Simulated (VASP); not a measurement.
Consider the following.

```
CELL_PARAMETERS angstrom
     -1.97527     1.97527     4.34323
      1.97527    -1.97527     4.34323
      1.97527     1.97527    -4.34323
ATOMIC_POSITIONS crystal
  Sc 0.00000 0.00000 0.00000
  Al 0.75000 0.25000 0.50000
  Al 0.25000 0.75000 0.50000
  Al 0.50000 0.50000 0.00000
```

The numbers are results of LDA (Ceperley-Alder, Perdew-Zunger), VASP's LDA PAW potentials (set 64) (plane waves; VASP), not measurements. Settings: 400 eV cut-off, Gaussian smearing of 0.050 eV, potentials Sc_sv Al.

Give the energies of bands 5 to 13 at the high-symmetry points, in eV from the Fermi level.

| band | Γ | X | P | N | M | S | R |
|---|---|---|---|---|---|---|---|
| 5 | -9.59 | -5.62 | -5.52 | -6.97 | -8.01 | -6.73 | -5.57 |
| 6 | -2.56 | -4.88 | -4.65 | -6.63 | -7.11 | -6.41 | -5.46 |
| 7 | -2.23 | -4.31 | -4.65 | -3.20 | -1.78 | -5.17 | -4.72 |
| 8 | -1.02 | -3.46 | -3.94 | -2.72 | -0.89 | -0.76 | -3.24 |
| 9 | -1.02 | -2.34 | -1.49 | -0.70 | -0.89 | -0.27 | -2.00 |
| 10 | -0.93 | -1.87 | -1.49 | 0.34 | 0.24 | -0.14 | -0.97 |
| 11 | 1.71 | -0.52 | -0.84 | 1.17 | 1.52 | 1.19 | -0.37 |
| 12 | 1.76 | 2.68 | 1.22 | 1.96 | 1.52 | 2.28 | 2.50 |
| 13 | 1.76 | 2.90 | 2.73 | 2.85 | 1.98 | 2.45 | 2.61 |

It has no gap at this level: it comes out as a metal or semimetal.

The structure comes from a computed database's ScAl3 entry (I4/mmm); how it stands against other phases isn't given here. It was relaxed first, which changed the volume by -5 %.
